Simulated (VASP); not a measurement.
Relaxed, unreconstructed slabs of Ni (fcc). Method: PBEsol GGA, VASP's PBE PAW potentials (set 64) (plane waves; VASP).

Slab and bulk use different k-meshes, so the surface energy is good to a few per cent at best.

### Question
Order the faces (100) [6 atoms], (111) [5 atoms] by surface energy, lowest first.

### Answer
(111) [5 atoms] (2.27 J/m²), (100) [6 atoms] (2.61 J/m²)

### Question
And what are their work functions?

### Answer
(100) [6 atoms] 5.08 eV, (111) [5 atoms] 5.18 eV.

Runs of the series that failed, ran out of time, didn't relax or are held back are left out, and each face is given by its thickest slab.

The cell is a thin slab with vacuum, built from Ni (fcc).
